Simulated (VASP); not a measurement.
Data:

```xyz
2
Lattice="1.5569 0.8989 4.9743 -1.5569 0.8989 4.9743 0.0000 -1.7977 4.9743" Properties=species:S:1:pos:R:3 pbc="T T T"
Nb     0.0000     0.0000     0.0000
Hf     0.0000     0.0000     7.4614
```

Level of theory: PBE GGA, VASP's PBE PAW potentials (set 64) (plane waves; VASP). Run with 300 eV cut-off, 9×9×9 Γ-centred mesh, Fermi-Dirac smearing of 0.14 eV, potentials Nb_sv Hf_pv.

Question: Give the energies of bands 8 to 14 at the high-symmetry points, in eV from the Fermi level.

Answer: 
```json
[
 {"band": "8", "Γ": "-6.75", "T": "-5.33", "H2": "-2.29", "L": "-2.59", "S0": "-2.23", "F": "-3.75"},
 {"band": "9", "Γ": "-3.51", "T": "-4.21", "H2": "-2.02", "L": "-2.56", "S0": "-1.80", "F": "-3.40"},
 {"band": "10", "Γ": "0.20", "T": "-0.59", "H2": "-1.56", "L": "-1.67", "S0": "-1.60", "F": "-2.63"},
 {"band": "11", "Γ": "0.20", "T": "0.32", "H2": "-1.53", "L": "-1.12", "S0": "-1.59", "F": "0.32"},
 {"band": "12", "Γ": "0.79", "T": "0.52", "H2": "-0.22", "L": "-0.19", "S0": "-0.36", "F": "0.77"},
 {"band": "13", "Γ": "0.79", "T": "0.52", "H2": "0.36", "L": "0.55", "S0": "0.37", "F": "0.87"},
 {"band": "14", "Γ": "0.97", "T": "1.75", "H2": "2.44", "L": "1.52", "S0": "2.31", "F": "2.97"}
]
```

It has no gap at this level: it comes out as a metal or semimetal.

The structure was generated: HfNb was put into an ordered model structure, which need not be its known phase. The cell was not relaxed at this level. The electron count is odd and the run is not spin-polarised, which forces a metal.
